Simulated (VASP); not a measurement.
Calculation: rev-vdW-DF2, VASP's PBE PAW potentials (set 64) (plane waves; VASP).

Input for VASP

KPOINTS:
```
Automatic mesh
0
Gamma
9 9 9
0 0 0
```

File POSCAR:
```
CaO
1
    0.0000000000     2.4050000000     2.4050000000
    2.4050000000     0.0000000000     2.4050000000
    2.4050000000     2.4050000000     0.0000000000
Ca O
1 1
Direct
  0.0000000000   0.0000000000   0.0000000000
  0.5000000000   0.5000000000   0.5000000000
```

INCAR:
```
PREC = Accurate
LREAL = .False.   ! projection in real space or not
NELM = 100
GGA = MK
NSW = 60
PARAM2 = 0.7114
LASPH = .True.   ! aspherical one-centre terms
SYSTEM = CaO
LWAVE = .False.
EDIFFG = -0.01   ! ionic stop
ENCUT = 520   ! plane-wave cut-off (eV)
AGGAC = 0.0
ALGO = Normal   ! blocked Davidson
ISMEAR = 0   ! Gaussian
EDIFF = 1E-6
ISIF = 3
IBRION = 2
SIGMA = 0.05
ZAB_VDW = -1.8867
LUSE_VDW = .True.
PARAM1 = 0.1234568
LCHARG = .False.
```

POTCAR, in this order: Ca_sv O (PBE.64 set). Program: vasp_std.

The resulting files:

**OSZICAR**
```
       N       E                     dE             d eps       ncg     rms          rms(c)
DAV:   1     0.136659719176E+03    0.13666E+03   -0.86893E+03   848   0.135E+03
DAV:   2    -0.475937954075E+01   -0.14142E+03   -0.13435E+03   980   0.333E+02
DAV:   3    -0.111870439476E+02   -0.64277E+01   -0.63813E+01  1096   0.751E+01
DAV:   4    -0.113606121095E+02   -0.17357E+00   -0.17346E+00  1172   0.112E+01
DAV:   5    -0.113634537926E+02   -0.28417E-02   -0.28416E-02  1060   0.129E+00    0.859E+00
DAV:   6    -0.967785976161E+01    0.16856E+01   -0.89848E+00   972   0.278E+01    0.368E+00
DAV:   7    -0.962635192637E+01    0.51508E-01   -0.74135E-01  1140   0.840E+00    0.172E+00
DAV:   8    -0.961772865468E+01    0.86233E-02   -0.80750E-02   900   0.317E+00    0.413E-01
DAV:   9    -0.961549939195E+01    0.22293E-02   -0.21951E-02  1068   0.119E+00    0.129E-01
DAV:  10    -0.961584090831E+01   -0.34152E-03   -0.18796E-03   892   0.455E-01    0.260E-02
DAV:  11    -0.961586671844E+01   -0.25810E-04   -0.26885E-04  1172   0.140E-01    0.243E-02
DAV:  12    -0.961585833381E+01    0.83846E-05   -0.37899E-05  1012   0.680E-02    0.392E-03
DAV:  13    -0.961585799327E+01    0.34054E-06   -0.28462E-06  1020   0.159E-02
   1 F= -.96158580E+01 E0= -.96158580E+01  d E =-.961586E+01
       N       E                     dE             d eps       ncg     rms          rms(c)
DAV:   1    -0.962312006927E+01   -0.72617E-02   -0.18016E-01   916   0.513E+00    0.570E-01
DAV:   2    -0.961724727435E+01    0.58728E-02   -0.22610E-02   924   0.147E+00    0.220E-01
DAV:   3    -0.961615396610E+01    0.10933E-02   -0.26939E-03  1424   0.674E-01    0.861E-02
DAV:   4    -0.961603387266E+01    0.12009E-03   -0.10255E-03  1344   0.297E-01    0.271E-02
DAV:   5    -0.961604118605E+01   -0.73134E-05   -0.93908E-06  1028   0.359E-02    0.246E-02
DAV:   6    -0.961609488488E+01   -0.53699E-04   -0.59673E-05  1348   0.446E-02    0.101E-02
DAV:   7    -0.961609962112E+01   -0.47362E-05   -0.46798E-06  1288   0.205E-02    0.159E-03
DAV:   8    -0.961609914752E+01    0.47360E-06   -0.15842E-07   488   0.368E-03
   2 F= -.96160991E+01 E0= -.96160991E+01  d E =-.241154E-03
       N       E                     dE             d eps       ncg     rms          rms(c)
DAV:   1    -0.961677168844E+01   -0.67207E-03   -0.15969E-02   908   0.153E+00    0.169E-01
DAV:   2    -0.961625564126E+01    0.51605E-03   -0.20075E-03   932   0.436E-01    0.653E-02
DAV:   3    -0.961616132919E+01    0.94312E-04   -0.23868E-04  1432   0.200E-01    0.256E-02
DAV:   4    -0.961614952283E+01    0.11806E-04   -0.92221E-05  1344   0.890E-02    0.825E-03
DAV:   5    -0.961615004243E+01   -0.51960E-06   -0.79539E-07   804   0.106E-02
   3 F= -.96161500E+01 E0= -.96161500E+01  d E =-.292049E-03
```

File OUTCAR:
```
------------------------ aborting loop because EDIFF is reached ----------------------------------------
  FORCE on cell =-STRESS in cart. coord.  units (eV):
  Direction    XX          YY          ZZ          XY          YZ          ZX
  --------------------------------------------------------------------------------------
  Total        0.0064004      0.0064004      0.0064004     -0.0000000     -0.0000000     -0.0000000
  in kB        0.3706188      0.3706188      0.3706188     -0.0000000     -0.0000000     -0.0000000
  external PRESSURE =       0.3706188 kB  Pullay stress =       0.0000000 kB
  volume of cell :       27.67
      direct lattice vectors                 reciprocal lattice vectors
     0.000000000  2.400596909  2.400596909    -0.208281531  0.208281531  0.208281531
     2.400596909  0.000000000  2.400596909     0.208281531 -0.208281531  0.208281531
     2.400596909  2.400596909  0.000000000     0.208281531  0.208281531 -0.208281531
  FREE ENERGIE OF THE ION-ELECTRON SYSTEM (eV)
  ---------------------------------------------------
  free  energy   TOTEN  =        -9.6161500424 eV

  energy  without entropy=       -9.6161500424  energy(sigma->0) =       -9.61615004

 reached required accuracy - stopping structural energy minimisation
```
(Selected blocks of OUTCAR.)

**CONTCAR**
```
CaO
   1.00000000000000
     0.0000000000000000    2.4005969086498884    2.4005969086498884
     2.4005969086498884    0.0000000000000000    2.4005969086498884
     2.4005969086498884    2.4005969086498884    0.0000000000000000
  Ca              O
     1     1
Direct
     0.0000000000000000    0.0000000000000000    0.0000000000000000
     0.5000000000000000    0.5000000000000000    0.5000000000000000
```

The compound is CaO in the rock salt structure. This run relaxes it. Symmetry was kept, so distortions that lower it aren't found.
